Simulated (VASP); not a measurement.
VASP ran on this input.

INCAR:
```
! general
SYSTEM   =  Hg2SeS
PREC     =  Accurate
ENCUT    =  400
LREAL    =  .False.   ! projection in real space or not
LASPH    =  .True.

! electronic loop
EDIFF    =  1E-6
NELM     =  100   ! most electronic steps
ALGO     =  Normal
LMAXMIX  =  6   ! l cut-off of mixed one-centre charges

! smearing
ISMEAR   =  1   ! Methfessel-Paxton
SIGMA    =  0.1   ! width (eV)

! ions
IBRION   =  2   ! conjugate gradients
NSW      =  60   ! most ionic steps
ISIF     =  3   ! ions, shape and volume
EDIFFG   =  -0.02   ! ionic stop

! output
LWAVE    =  .False.
LCHARG   =  .False.
```

File KPOINTS:
```
Regular mesh
0
gamma
  7 7 5
```

POSCAR:
```
Hg2SeS
1
    4.2139192592     0.0000000000     0.0000000000
    0.0000000000     4.2139192592     0.0000000000
    0.0000000000     0.0000000000     5.9501821204
Hg Se S
2 1 1
Direct
  0.5000000000   0.0000000000   0.7621742565
  0.0000000000   0.5000000000   0.2378257435
  0.0000000000   0.0000000000   0.5000000000
  0.5000000000   0.5000000000   1.0000000000
```

POTCAR, in this order: Hg Se S (LDA.64 set). Program: vasp_std.

Task: Translate this LDA calculation to Ansatz.

Result: One equivalent input (not run):
Ansatz 0.2 input:
```yaml
crystal:
  lattice:
    - [4.2139193, 0.0000000, 0.0000000]
    - [0.0000000, 4.2139193, 0.0000000]
    - [0.0000000, 0.0000000, 5.9501821]
  atoms:
    - { symbol: Hg, position: [0.5000000, 0.0000000, 0.7621743] }
    - { symbol: Hg, position: [0.0000000, 0.5000000, 0.2378257] }
    - { symbol: Se, position: [0.0000000, 0.0000000, 0.5000000] }
    - { symbol: S, position: [0.5000000, 0.5000000, 1.0000000] }
kpoints:
  mp_grid: { grid: [7, 7, 5] }
hamiltonian:
  xc: lda
  pseudopotentials: { kind: paw }
scf:
  occupations: { method: methfessel_paxton, width: 0.1 }
  max_iter: 100
relax:
  max_steps: 60
  f_tol: 0.02
  cell: {}
output: { forces: true, stress: true, eigenvalues: true }
```
The two are equivalent in intent, not identical: each code has its own PAW files, so the cut-off isn't converted (ENCUT is set for VASP's; basis.ecutwfc is left out, and Ansatz then takes the one that its files recommend); Ansatz stops its SCF on the density residual and VASP on the energy change (EDIFF); Ansatz's lda is the Perdew-Wang form, while the LDA potentials of VASP carry Perdew-Zunger's.

The structure comes from a computed database's Hg2SeS entry (P-4m2); how it stands against other phases isn't given here. This run relaxes it. Symmetry was kept, so distortions that lower it aren't found. The start is the result of an earlier pass.
